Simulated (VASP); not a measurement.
These are PBE GGA, VASP's PBE PAW potentials (set 64) (plane waves; VASP) values and carry that method's errors.

VASP ran on this input.

**INCAR**
```
# general
SYSTEM  = YSi
PREC    = Accurate
ENCUT   = 400
LREAL   = .False.
LASPH   = .True.

# electronic loop
EDIFF   = 1E-7
NELM    = 100
ALGO    = Normal
LMAXMIX = 4

# smearing
ISMEAR  = -5

# functional
GGA     = PE

# ions
ISIF    = 2

# output
LWAVE   = .False.
LCHARG  = .True.
LORBIT  = 11
NEDOS   = 601

# other
LEFG    = .True.
```

### POSCAR
```
YSi
1
    3.8460017325     0.0000000000     0.0000000000
   -1.9230008662     3.3307353770    -0.0000000000
   -0.0000000000    -0.0000000000     7.8326935429
Y Si
2 2
Direct
  0.0000000000   0.0000000000   0.0000000000
  0.0000000000   0.0000000000   0.5000000000
  0.3333330000   0.6666670000   0.2500000000
  0.6666670000   0.3333330000   0.7500000000
```

KPOINTS:
```
Automatic mesh
0
Gamma
10 10 5
0 0 0
```

POTCAR, in this order: Y_sv Si (PBE.64 set). Program: vasp_std.

The run wrote:

OUTCAR:
```
 ion  position               nearest neighbor table
   1  0.000  0.000  0.000-   3 2.96   4 2.96   4 2.96   3 2.96   4 2.96   3 2.96   2 3.92   2 3.92
  LATTYP: Found a hexagonal cell.
 ALAT       =     3.8460017325
 C/A-ratio  =     2.0365808670
 Subroutine PRICEL returns:
 Original cell was already a primitive cell.
 Subroutine GETGRP returns: Found 24 space group operations
The static configuration has the point symmetry D_3d.
 The point group associated with its full space group is D_6h.
The dynamic configuration has the point symmetry D_3d.
 Subroutine INISYM returns: Found 24 space group operations
 Subroutine IBZKPT returns following result:
 Found     42 irreducible k-points:

 Following reciprocal coordinates:
            Coordinates               Weight
  0.000000  0.000000  0.000000      1.000000
  0.100000  0.000000  0.000000      6.000000
  0.200000  0.000000  0.000000      6.000000
  0.300000  0.000000  0.000000      6.000000
  0.400000  0.000000  0.000000      6.000000
  0.500000  0.000000  0.000000      3.000000
  0.100000  0.100000  0.000000      6.000000
  0.200000  0.100000  0.000000     12.000000
...
```

**OSZICAR**
```
       N       E                     dE             d eps       ncg     rms          rms(c)
DAV:   1     0.104806338823E+03    0.10481E+03   -0.12550E+04  1596   0.120E+03
DAV:   2    -0.181137387137E+02   -0.12292E+03   -0.11953E+03  1976   0.261E+02
DAV:   3    -0.263237227377E+02   -0.82100E+01   -0.79742E+01  2783   0.451E+01
DAV:   4    -0.266645400413E+02   -0.34082E+00   -0.33904E+00  2093   0.887E+00
DAV:   5    -0.266754212264E+02   -0.10881E-01   -0.10875E-01  2374   0.159E+00    0.403E+01
DAV:   6    -0.252646613583E+02    0.14108E+01   -0.35095E+00  1759   0.834E+00    0.284E+01
DAV:   7    -0.253399065421E+02   -0.75245E-01   -0.36218E+00  2325   0.842E+00    0.374E+00
DAV:   8    -0.251847667916E+02    0.15514E+00   -0.17593E+00  1728   0.583E+00    0.167E+00
DAV:   9    -0.251765287653E+02    0.82380E-02   -0.10602E-01  2085   0.163E+00    0.420E-01
DAV:  10    -0.251764035131E+02    0.12525E-03   -0.47464E-03  2201   0.489E-01    0.351E-01
DAV:  11    -0.251762697883E+02    0.13372E-03   -0.14127E-03  2231   0.189E-01    0.990E-02
DAV:  12    -0.251762729643E+02   -0.31761E-05   -0.13470E-04  1902   0.872E-02    0.144E-02
DAV:  13    -0.251762687501E+02    0.42143E-05   -0.12033E-05  2377   0.224E-02    0.120E-02
DAV:  14    -0.251762691903E+02   -0.44023E-06   -0.24430E-07  1415   0.339E-03    0.341E-03
DAV:  15    -0.251762689256E+02    0.26470E-06   -0.11752E-07  1271   0.323E-03    0.833E-04
DAV:  16    -0.251762688261E+02    0.99502E-07   -0.15519E-08  1059   0.836E-04
   1 F= -.25176269E+02 E0= -.25176269E+02  d E =0.000000E+00
```

### OUTCAR
```
------------------------ aborting loop because EDIFF is reached ----------------------------------------
  FORCE on cell =-STRESS in cart. coord.  units (eV):
  Direction    XX          YY          ZZ          XY          YZ          ZX
  --------------------------------------------------------------------------------------
  Total       -0.0540741     -0.0540741      0.1390339     -0.0000000      0.0000000     -0.0000000
  in kB       -0.8634544     -0.8634545      2.2200893     -0.0000000      0.0000000     -0.0000000
  external PRESSURE =       0.1643935 kB  Pullay stress =       0.0000000 kB
  volume of cell :      100.34
      direct lattice vectors                 reciprocal lattice vectors
     3.846001732  0.000000000  0.000000000     0.260010283  0.150116999  0.000000000
    -1.923000866  3.330735377  0.000000000     0.000000000  0.300233998  0.000000000
     0.000000000  0.000000000  7.832693543     0.000000000  0.000000000  0.127670002
 POSITION                                       TOTAL-FORCE (eV/Angst)
 -----------------------------------------------------------------------------------
      0.00000      0.00000      0.00000        -0.000000      0.000000     -0.000000
      0.00000      0.00000      3.91635        -0.000000      0.000000     -0.000000
     -0.00000      2.22049      1.95817         0.000000      0.000000     -0.000000
      1.92300      1.11024      5.87452        -0.000000     -0.000000      0.000000
 -----------------------------------------------------------------------------------
    total drift:                               -0.000000      0.000000      0.000000
  FREE ENERGIE OF THE ION-ELECTRON SYSTEM (eV)
  ---------------------------------------------------
  free  energy   TOTEN  =       -25.1762688261 eV

  energy  without entropy=      -25.1762688261  energy(sigma->0) =      -25.17626883

 total charge

# of ion       s       p       d       f       tot
--------------------------------------------------
    1        2.202   6.365   0.941   0.023   9.531
    2        2.202   6.365   0.941   0.023   9.531
    3        0.811   0.844   0.000   0.000   1.655
    4        0.811   0.844   0.000   0.000   1.655
--------------------------------------------------
tot          6.025  14.419   1.881   0.047  22.371
```
(Selected blocks of OUTCAR.)

For a metal the tetrahedron method with Blöchl corrections gives inexact stress and forces.

The structure was generated: YSi was put into the NiAs type type (P6_3/mmc), which need not be its known phase. It was relaxed first, which changed the volume by -24 %.
